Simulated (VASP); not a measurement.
Consider the following.

```xyz
4
Lattice="3.9045 0.0000 0.0000 0.0000 3.9045 0.0000 0.0000 0.0000 4.8385" Properties=species:S:1:pos:R:3 pbc="T T T"
Pb     1.9523     3.9045     3.6673
Pb     0.0000     1.9523     1.1711
O      1.9523     1.9523     0.0000
O      3.9045     0.0000     0.0000
```

Computed with LDA (Ceperley-Alder, Perdew-Zunger), VASP's LDA PAW potentials (set 64) (plane waves; VASP). Numerical set-up: 520 eV cut-off, 6×6×5 Γ-centred mesh, Gaussian smearing of 0.050 eV, potentials Pb_d O.

Question: The ions and cell shape at fixed volume are relaxed. What does this cell relax into?

Answer: 
```xyz
4
Lattice="3.9406 0.0000 0.0000 0.0000 3.9406 0.0000 0.0000 0.0000 4.7503" Properties=species:S:1:pos:R:3 pbc="T T T"
Pb     1.9703     0.0000     3.5718
Pb     0.0000     1.9703     1.1785
O      1.9703     1.9703     0.0000
O      0.0000     0.0000     0.0000
```
Space group P4/nmm (129), at a tolerance of 0.03 Å.

Question: How much energy does the relaxation gain?

Answer: The energy (σ→0) changes by -3.7 meV/atom, in 6 ionic steps.

| step | E(σ→0) (eV) | max force (eV/Å) | pressure (GPa) | volume (Å³) |
|---|---|---|---|---|
| 1 | -24.3808 | 0.423 | 2.98 | 73.76 |
| 2 | -24.3916 | 0.060 | 1.65 | 73.76 |
| 3 | -24.3921 | 0.031 | 1.32 | 73.76 |
| 4 | -24.3940 | 0.018 | 1.18 | 73.76 |
| 5 | -24.3957 | 0.003 | 0.93 | 73.76 |
| 6 | -24.3958 | 0.007 | 0.86 | 73.76 |

The compound is PbO in the litharge structure. This cell is one point of a volume scan, at 0.97 of the reference volume. Symmetry was kept, so distortions that lower it aren't found.
